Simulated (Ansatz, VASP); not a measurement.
# Ge (Germanium): VASP beside Ansatz

One calculation is typed for both programs; each brings its own data sets. How far apart do they land? The cell is taken from a series of runs on this material, whose earlier steps may have relaxed, scaled, displaced or heated it; both programs get it as it stands.

Method: plane waves, with VASP 6.6.1 beside it; zone-centre phonons at LDA, in Ansatz 0.2.0.

## (1) The starting structure

It takes space group R-3m (No. 166, trigonal). Conventional cell: a = 3.935 Å, b = 3.935 Å, c = 9.776 Å, α = 90.00°, β = 90.00°, γ = 120.00°. Nearest to Ge lie 4 Ge at 2.42 to 2.43 Å.

Structure file:

```
Ge
1.0
     0.02623    2.80884    2.80884
     2.80884    0.02623    2.80884
     2.80884    2.80884    0.02623
Ge
2
Direct
  0.50064 0.50064 0.50064
  0.74936 0.74936 0.74936
```

## (2) VASP: zone-centre phonons, LDA

Second derivatives magnify differences that forces hide, and they need a tight electronic threshold.

Lines of VASP's logs that name or quote its potential files are left out, and so is its time.

The input, INCAR:

```
SYSTEM = Ge
PREC = Accurate
ENCUT = 500
EDIFF = 1E-08
NELM = 120
ISMEAR = 1
SIGMA = 0.2
LREAL = .FALSE.
ALGO = Normal
GGA = CA
NBANDS = 20
LORBIT = 11
LWAVE = .FALSE.
LCHARG = .FALSE.
ISIF = 2
IBRION = 8
LASPH = .TRUE.
GGA_COMPAT = .FALSE.
KPAR = 2
```

The input, POSCAR:

```
Ge
1.0
    0.0262322345      2.8088364643      2.8088364643
    2.8088364643      0.0262322345      2.8088364643
    2.8088364643      2.8088364643      0.0262322345
Ge
2
Direct
    0.5006407381      0.5006407381      0.5006407381
    0.7493592619      0.7493592619      0.7493592619
```

The input, KPOINTS:

```
Automatic mesh
0
Gamma
16 16 16
0 0 0
```

The projector-augmented-wave data sets are Ge_d (LDA family, release 64).

Launch:

```sh
> mpirun -np 2 vasp_std
```

Numbers of over 12 decimals in the logs are rounded to 6 here.

Output:

```text
[banner, memory and clock lines left out]
running    2 mpi-ranks, on    1 nodes
 distrk:  each k-point on    1 cores,    2 groups
 distr:  one band on    1 cores,    1 groups

 POSCAR found type information on POSCAR Ge
 POSCAR found :  1 types and       2 ions
 LDA part: xc-table for (Slater(with rela. corr.)+CA(PZ))
 , standard interpolation
 POSCAR, INCAR and KPOINTS ok, starting setup
 FFT: planning ... GRIDC
 FFT: planning ... GRID_SOFT
 FFT: planning ... GRID
 WAVECAR not read
 entering main loop
       N       E                     dE             d eps       ncg     rms          rms(c)
DAV:   1     0.181829436408E+03    0.18183E+03   -0.14675E+04 17856   0.372E+03
DAV:   2     0.145048996438E+02   -0.16732E+03   -0.16276E+03 16716   0.581E+02
DAV:   3    -0.980694007454E+01   -0.24312E+02   -0.24137E+02 18796   0.143E+02
DAV:   4    -0.105640573687E+02   -0.75712E+00   -0.75658E+00 18812   0.296E+01
DAV:   5    -0.105762836658E+02   -0.12226E-01   -0.12226E-01 18592   0.408E+00    0.344E+00
DAV:   6    -0.104486877757E+02    0.12760E+00   -0.41430E-02 18572   0.168E+00    0.197E+00
DAV:   7    -0.103852206583E+02    0.63467E-01   -0.82679E-02 17608   0.212E+00    0.143E-01
DAV:   8    -0.103859271476E+02   -0.70649E-03   -0.58825E-03 18844   0.851E-01    0.460E-02
DAV:   9    -0.103859599252E+02   -0.32778E-04   -0.97449E-05 19344   0.102E-01    0.140E-02
DAV:  10    -0.103859565118E+02    0.34134E-05   -0.10315E-05 22600   0.478E-02    0.441E-03
DAV:  11    -0.103859563582E+02    0.15356E-06   -0.13199E-06 18008   0.840E-03    0.146E-03
DAV:  12    -0.103859563482E+02    0.10006E-07   -0.12044E-07 22260   0.414E-03    0.491E-04
DAV:  13    -0.103859563464E+02    0.18072E-08   -0.95848E-09 12472   0.936E-04
   1 F= -.10385956E+02 E0= -.10386024E+02  d E =0.202918E-03
 Linear response reoptimize wavefunctions to high precision
DAV:   1    -0.103859563467E+02   -0.27103E-09   -0.14321E-09 11576   0.370E-04
DAV:   2    -0.103859563467E+02   -0.35470E-10   -0.20386E-10  9860   0.180E-04
 Linear response DOF=           1
 Linear response progress:
  Degree of freedom:   1/  1
       N       E                     dE             d eps       ncg     rms          rms(c)
RMM:   1    -0.187970682883E+00   -0.18797E+00    0.86500E+00 53306   0.452E+01
RMM:   2    -0.195515954723E+00   -0.75453E-02   -0.13976E-02 71151   0.114E+00    0.774E-02
RMM:   3    -0.195590763180E+00   -0.74808E-04   -0.97781E-04 75717   0.323E-01    0.445E-02
RMM:   4    -0.195552089469E+00    0.38674E-04   -0.64462E-05 80590   0.825E-02    0.477E-03
RMM:   5    -0.195558911677E+00   -0.68222E-05   -0.58765E-06 77523   0.189E-02    0.243E-03
RMM:   6    -0.195569091931E+00   -0.10180E-04   -0.27061E-07 78687   0.516E-03    0.316E-04
RMM:   7    -0.195568424137E+00    0.66779E-06   -0.13664E-07 80842   0.165E-03    0.190E-04
RMM:   8    -0.195567864900E+00    0.55924E-06   -0.27488E-08 81578   0.579E-04    0.391E-05
RMM:   9    -0.195567706052E+00    0.15885E-06   -0.38880E-08 81093   0.258E-04    0.159E-05
RMM:  10    -0.195567798562E+00   -0.92510E-07   -0.16177E-08 82041   0.122E-04    0.569E-06
RMM:  11    -0.195567812851E+00   -0.14289E-07   -0.23742E-08 84442   0.684E-05    0.279E-06
RMM:  12    -0.195567835104E+00   -0.22254E-07   -0.77879E-09 85095   0.456E-05    0.109E-06
RMM:  13    -0.195567841074E+00   -0.59696E-08    0.17289E-09 89922   0.349E-05    0.323E-07
 first order change of Fermi-energy   0.58394E+00
 force on displaced ion       1 direction 1 : -11.844   0.037   0.037
 Linear response finished
```

From OUTCAR (step 2):

```text
ion  position               nearest neighbor table
   1  0.501  0.501  0.501-   2 2.42   2 2.42   2 2.42   2 2.43
   2  0.749  0.749  0.749-   1 2.42   1 2.42   1 2.42   1 2.43

  LATTYP: Found a trigonal (rhomboedric) cell.
 ALAT       =     3.9723812376
 COS(alpha) =     0.5093169704

 Subroutine GETGRP returns: Found 12 space group operations
 (whereof  6 operations were pure point group operations)

The static configuration has the point symmetry C_3v.
 The point group associated with its full space group is D_3d.

 Found    417 irreducible k-points:

   k-points           NKPTS =    417   k-points in BZ     NKDIM =    417   number of bands    NBANDS=     20

   dimension x,y,z NGX =    30 NGY =   30 NGZ =   30
   dimension x,y,z NGXF=    60 NGYF=   60 NGZF=   60

   ENCUT  =  500.0 eV  36.75 Ry    6.06 a.u.   7.24  7.24  7.24*2*pi/ulx,y,z

   NELECT =      28.0000    total number of electrons

 k-points in reciprocal lattice and weights: Automatic mesh
   0.00000000  0.00000000  0.00000000       0.000
   0.06250000  0.00000000  0.00000000       0.001
   0.12500000  0.00000000  0.00000000       0.001
   0.18750000  0.00000000 -0.00000000       0.001
   0.25000000  0.00000000  0.00000000       0.001
   0.31250000  0.00000000  0.00000000       0.001
   0.37500000  0.00000000 -0.00000000       0.001
   0.43750000  0.00000000  0.00000000       0.001
   0.50000000  0.00000000  0.00000000       0.001
[...]
-0.43750000  0.50000000  0.43750000       0.001
   0.50000000  0.50000000  0.50000000       0.000

 average (electrostatic) potential at core
       1 -75.0950       2 -75.0950

  Total        0.3590536      0.3590536      0.3590536     -0.1672970     -0.1672970     -0.1672970
  in kB       13.1639807     13.1639807     13.1639807     -6.1336083     -6.1336083     -6.1336083
  external PRESSURE =      13.1639807 kB  Pullay stress =       0.0000000 kB

  energy-cutoff  :      500.00
  volume of cell :       43.70
      direct lattice vectors                 reciprocal lattice vectors
     0.026232234  2.808836464  2.808836464    -0.180522957  0.178852620  0.178852620
     2.808836464  0.026232234  2.808836464     0.178852620 -0.180522957  0.178852620
     2.808836464  2.808836464  0.026232234     0.178852620  0.178852620 -0.180522957

 POSITION                                       TOTAL-FORCE (eV/Angst)
 -----------------------------------------------------------------------------------
      2.82557      2.82557      2.82557        -0.000179     -0.000179     -0.000179
      4.22931      4.22931      4.22931         0.000179      0.000179      0.000179
 -----------------------------------------------------------------------------------
    total drift:                                0.000000      0.000000     -0.000000

 Eigenvectors and eigenvalues of the dynamical matrix
 ----------------------------------------------------

   1 f  =    8.943429 THz    56.193222 2PiTHz  298.320680 cm-1    36.987034 meV
             X         Y         Z           dx          dy          dz
      2.825569  2.825569  2.825569    -0.500000    0.500000   -0.000000
      4.229313  4.229313  4.229313     0.500000   -0.500000   -0.000000

   2 f  =    8.943429 THz    56.193222 2PiTHz  298.320680 cm-1    36.987034 meV
             X         Y         Z           dx          dy          dz
      2.825569  2.825569  2.825569    -0.288675   -0.288675    0.577350
      4.229313  4.229313  4.229313     0.288675    0.288675   -0.577350

   3 f  =    8.901320 THz    55.928642 2PiTHz  296.916067 cm-1    36.812884 meV
             X         Y         Z           dx          dy          dz
      2.825569  2.825569  2.825569    -0.408248   -0.408248   -0.408248
      4.229313  4.229313  4.229313     0.408248    0.408248    0.408248

   4 f  =    0.000000 THz     0.000001 2PiTHz    0.000006 cm-1     0.000001 meV
             X         Y         Z           dx          dy          dz
      2.825569  2.825569  2.825569    -0.001617   -0.198532   -0.678662
      4.229313  4.229313  4.229313    -0.001617   -0.198532   -0.678662

   5 f/i=    0.000000 THz     0.000000 2PiTHz    0.000001 cm-1     0.000000 meV
             X         Y         Z           dx          dy          dz
      2.825569  2.825569  2.825569     0.699512    0.098741   -0.030551
      4.229313  4.229313  4.229313     0.699512    0.098741   -0.030551

   6 f/i=    0.000000 THz     0.000000 2PiTHz    0.000002 cm-1     0.000000 meV
             X         Y         Z           dx          dy          dz
      2.825569  2.825569  2.825569    -0.103346    0.671443   -0.196174
      4.229313  4.229313  4.229313    -0.103346    0.671443   -0.196174

 ELASTIC MODULI CONTR FROM IONIC RELAXATION (kBar)
 Direction    XX          YY          ZZ          XY          YZ          ZX
 --------------------------------------------------------------------------------
 XX          -0.2148     -0.1825     -0.1825      2.7169      5.7538      2.9474
 YY          -0.1825     -0.2148     -0.1825      2.9474      2.7169      5.7538
 ZZ          -0.1825     -0.1825     -0.2148      5.7538      2.9474      2.7169
 XY           2.7169      2.9474      5.7538   -251.9668     13.5719     13.5719
 YZ           5.7538      2.7169      2.9474     13.5719   -251.9668     13.5719
 ZX           2.9474      5.7538      2.7169     13.5719     13.5719   -251.9668
 --------------------------------------------------------------------------------
```

The gap is under twice the smearing width, so the edge states are partly filled and the run can't tell a small gap from a semimetal. Methfessel-Paxton smearing is not meant for a cell with a gap.

## (3) Ansatz: zone-centre phonons, LDA

Ansatz runs on its PAW soft_1 files.

The same cell, functional (in two slightly different forms), mesh and smearing now go to Ansatz, which takes its cutoff from its data sets.

The input, input.yaml:

```yaml
crystal:
  lattice:
    - [0.0262322345, 2.8088364643, 2.8088364643]
    - [2.8088364643, 0.0262322345, 2.8088364643]
    - [2.8088364643, 2.8088364643, 0.0262322345]
  atoms:
    - { symbol: Ge, position: [0.5006407381, 0.5006407381, 0.5006407381] }
    - { symbol: Ge, position: [0.7493592619, 0.7493592619, 0.7493592619] }
kpoints:
  mp_grid: { grid: [16, 16, 16] }
hamiltonian:
  xc: lda
  pseudopotentials: { kind: paw, azcp: { folder: soft_1 }, xc_functional: pbe }
scf:
  occupations: { method: methfessel_paxton, width: 0.2 }
output:
  eigenvalues: true
phonons:
  method: dfpt
```

Launch:

```sh
> ansatz run input.yaml --threads 4 --pin off --max-ram 10240MiB --backend cpu --events-out ev --progress --plain --runs-dir out
```

Output:

```text
Engine: ansatz 0.2.0, aarch64-unknown-linux-gnu
Pseudopotentials: kind: paw
Pseudopotential: Ge, paw, valence charge 14, recommended cutoff 420 eV (normal), soft_1/Ge.paw.azcp
Functional definition: SPW92
  exchange = slater_x
  correlation = pw_c
Crystal: 2 atoms, lattice volume = 43.700 Å³
Basis set: ecut = 420 eV, 875 PW (Γ), exchange–correlation on 64×64×64 points (8 copies of the dense FFT grid, shifted against one another)
Bands: 18, of which v1, the nominal top of the filled ones, is band 14 counted from 1 (13 counted from 0)
Symmetry: 12 space group operations
k-points: 1098 of 4096 (irreducible under 2 space group operations, time reversal used)
Non-local potential: Ge, projectors of the file, l = 0: 2, l = 1: 2, l = 2: 3, l = 3: 1
PAW form: soft (Blöchl's): semilocal exchange-correlation on the pseudo side does not see the compensation charge
PAW frozen core: Ge, regenerated for the run's functional, and the local potential with it (the file was generated under x = pbe(κ = 0.804, μ = 0.219515), c = pbe(β = 0.066725))
PAW one-centre angular grid: Ge, 590 points (default); XC on 64 Gauss nodes
Initial density: superposition of atomic densities (chi_scale 0.1, normalization cell)
Initial wavefunctions: pseudopotential atomic-orbital guess
Functional: x = slater, c = lda
SCF iter   1: F=—  HF=-8431.592052 eV  |F-HF|=—  |Δ(HF+E_count)|=         —  Δρ=3.63e-2  dr2=5.27e-1  ethr=3.10e-3  ⟨swp⟩=5.1  Hψ=91221  notcnv=0
preconditioner: auto → Kerker (q_TF=auto, 2.533 Å⁻¹)  [metal: Δε(μ)=0.053 eV  Ē_g=23.562 eV  σ=0.200 eV  W_gap=0.22  n_scr=14 (ndim 8)  ℏωp=29.7 eV  f_vac=0.000  D(μ)=0.02/eV (n_scr^D=0)]
SCF iter   2: F=—  HF=-8431.526369 eV  |F-HF|=—  |Δ(HF+E_count)|=   6.57e-2  S|Δr|=    0.00e0  Δρ=2.37e-2  dr2=2.62e-1  ethr=1.88e-3  ⟨swp⟩=1.0  Hψ=28588  notcnv=0
SCF iter   3: F=—  HF=-8431.451277 eV  |F-HF|=—  |Δ(HF+E_count)|=   7.51e-2  S|Δr|=    0.00e0  Δρ=4.00e-3  dr2=1.17e-2  ethr=9.35e-4  ⟨swp⟩=2.0  Hψ=28414  notcnv=0
SCF iter   4: F=—  HF=-8431.450266 eV  |F-HF|=—  |Δ(HF+E_count)|=   1.01e-3  S|Δr|=    0.00e0  Δρ=2.26e-3  dr2=3.18e-3  ethr=4.19e-5  ⟨swp⟩=2.0  Hψ=30777  notcnv=0
SCF iter   5: F=—  HF=-8431.449764 eV  |F-HF|=—  |Δ(HF+E_count)|=   5.02e-4  S|Δr|=    0.00e0  Δρ=7.02e-4  dr2=1.29e-4  ethr=1.13e-5  ⟨swp⟩=2.0  Hψ=35141  notcnv=0
SCF iter   6: F=—  HF=-8431.449735 eV  |F-HF|=—  |Δ(HF+E_count)|=   2.84e-5  S|Δr|=    0.00e0  Δρ=1.20e-4  dr2=3.89e-6  ethr=4.61e-7  ⟨swp⟩=2.0  Hψ=33933  notcnv=0
SCF iter   7: F=—  HF=-8431.449740 eV  |F-HF|=—  |Δ(HF+E_count)|=   5.17e-6  S|Δr|=    0.00e0  Δρ=3.22e-5  dr2=3.17e-7  ethr=1.39e-8  ⟨swp⟩=2.0  Hψ=35032  notcnv=0
SCF iter   8: F=—  HF=-8431.449742 eV  |F-HF|=—  |Δ(HF+E_count)|=   1.15e-6  S|Δr|=    0.00e0  Δρ=6.72e-6  dr2=1.83e-8  ethr=1.13e-9  ⟨swp⟩=2.0  Hψ=34554  notcnv=0
SCF iter   9: F=—  HF=-8431.449742 eV  |F-HF|=—  |Δ(HF+E_count)|=   1.91e-8  S|Δr|=    0.00e0  Δρ=1.38e-6  dr2=1.27e-9  ethr=6.55e-11  ⟨swp⟩=2.7  Hψ=35063  notcnv=0
SCF iter  10: F=—  HF=-8431.449742 eV  |F-HF|=—  |Δ(HF+E_count)|=  4.69e-10  S|Δr|=    0.00e0  Δρ=3.11e-7  dr2=7.95e-11  ethr=4.55e-12  ⟨swp⟩=2.0  Hψ=23517  notcnv=0
SCF iter  11: F=-8431.449742 eV  HF=-8431.449742 eV  |F-HF|=3.64e-12  |Δ(HF+E_count)|=    0.00e0  S|Δr|=    0.00e0  Δρ=1.01e-7  dr2=4.70e-12  ethr=1.00e-12  ⟨swp⟩=5.2  Hψ=75023  notcnv=0
SCF 1 converged in 11 iterations: F = -8431.449742 eV  dr2 = 4.70e-12
  greatest PAW one-centre occupation: 0.998 electrons in one spin orbital (limit 2), on the Ge atom at site 1 (counted from 0), in its partial waves of l = 2
DFPT response loops at Γ: preconditioner auto → Kerker (q_TF=auto, 2.533 Å⁻¹) (partly filled bands, converged f_vac=0.051); β = 1.00, the filter's whole step (`scf.mixing.beta` (0.50) is not read by the response loops under this deck's `scf.mixing.preconditioner`; to damp them name `kerker` or `kerker_dos`, under which they read `scf.mixing.beta`, and type it under 1.00, their step now; both keys bind the ground state too); Broyden in place of MSR1
SCF converged after 11 iterations
Stability not checked: this state was not tested for a lower state beside it, because cold or Methfessel-Paxton smearing, or corrected tetrahedra, fill the levels in a way that the test cannot read (fill_not_monotonic; see scf.lower_state_search)
Free energy (F): -8431.449742 eV
Harris-Foulkes:  -8431.449742 eV  (|F-HF|=3.64e-12)
Internal energy: -8431.449917 eV  (E = F + TS)
E sigma→0 (E₀):  -8431.449785 eV
Entropy (-TS):   0.000175 eV (0.088 meV/atom)
Fermi energy:    8.755523 eV
Step filling:    the computed levels leave a gap of 0.0619 eV = 0.3 smearing widths at the electron count; against every level under it full and every level over it empty, smearing changes F+E_penalty+E_count by +0.081 meV and its σ→0 estimate by +0.038 meV
--- Per-component energies (eV) ---
  E_band       = -299.759694
  E_kinetic    = 187.624184
  E_local      = -4460.149024  (includes V_loc(G=0)·N_el)
  E_nonlocal   = 442.334272
  E_hartree    = 2126.770831
  E_xc         = -143.418619
  E_vxc        = -132.021814  (∫ρ·V_xc dr)
  E_paw        = -3869.304119  (= ΣΔE_a)
  E_vpaw       = -591.088962  (= ΣTr[D̂ρ^β])
  E_aug_tail   = 0.000027  (compensation charges beyond the density's cutoff)
  E_ewald      = -2719.124121
  E_core_change = 3.816653  (= ΣΔE_core)
  E_smearing   = 0.000175  (= −TS)
  E_closure    = -0.000000  (closes the sum)
  Σ components = -8431.449742   (vs F -8431.449742, Δ=0.00e0)
--- Band table (eV; the first three rows and the last of 1098) ---
  k-point 0: bands = [... 10 lower, -4.3828, 8.6151, 8.7493, 8.7493, 8.8326, 11.1679, 11.2952, 11.2952]
  k-point 1: bands = [... 10 lower, -4.3331, 7.6156, 8.5286, 8.6426, 9.5814, 11.3224, 11.4332, 11.5031]
  k-point 2: bands = [... 10 lower, -4.1849, 6.3554, 8.2810, 8.3879, 9.7412, 11.6445, 11.7629, 12.2710]
  k-point 1097: bands = [... 10 lower, -2.2786, 0.8746, 7.3240, 7.3240, 9.0138, 12.5082, 12.5082, 15.7871]
--- Phonons (Γ-DFPT): 1 representative perturbation + reference, on 1098 of 4096 k-points (Σ response iterations 3) ---
  k mesh reduced under 2 symmetry operations, with k and −k counted as one. Each operation leaves every solved perturbation unchanged. A smaller set is not used because it would not reduce the number of displacements times k-points to solve
  ASR residual: 4.397e-6 → 0.000e0 eV/Å²; symmetrization residual: 1.934e-12 eV/Å²
  ASR residual per site (eV/Å²): 4.40e-6 4.40e-6
  Γ frequencies (cm⁻¹): 0.00 0.00 0.00 294.70 295.96 295.96
  non-analytic LO–TO correction: not included (Born effective charges unavailable; polar crystals: no LO–TO splitting at Γ)
```

The column dr2 measures how far the density is from self-consistency, as an energy; F and HF (Harris–Foulkes) agree once it is small.

## (4) Differences

Known differences besides the potentials themselves: the two LDA forms differ slightly; the cutoff is 420 eV in Ansatz and 500 eV in VASP; VASP's log shows a relativistic correction to its local exchange, Ansatz's none. Total energies have different zeros and are not compared.

Both answers:

```
                  quantity  Ansatz   VASP  difference
     optical mode 1 (cm⁻¹)   294.7  296.9     -0.75 %
optical mode 2 to 3 (cm⁻¹)   296.0  298.3     -0.79 %
```

Modes are paired by rising frequency, not by their patterns, so a pair may set unlike modes beside each other; they are those without the splitting of longitudinal modes.

## (5) What came out

```
r.m.s. difference of the optical zone-centre modes, each program's sorted by frequency (zone-centre phonons, LDA) : 2.3 cm⁻¹
difference in optical mode 2 to 3 (zone-centre phonons, LDA)                                                      : -0.8 %
```

In words: The r.m.s. difference of the optical zone-centre modes, each program's sorted by frequency is 2.3 cm⁻¹ (zone-centre phonons, LDA). Among the rows given in per cent, the largest difference of the zone-centre phonons, LDA pair is in optical mode 2 to 3, -0.8 %. How closely two codes agree says nothing of how well the functional describes the real material.

[Lines on the potential files, build, host, timing and source positions are cut from VASP's logs without a mark.]

[Logs are printed without paths, hosts, clocks, repeated set-up lines and the standing remarks that a program may print on its own settings, such as how far it seeks lower states.]

[Hosts, paths, dates, database ids (printed as entryN), source tags and the programs' standing remarks are cut or masked in the printed files.]
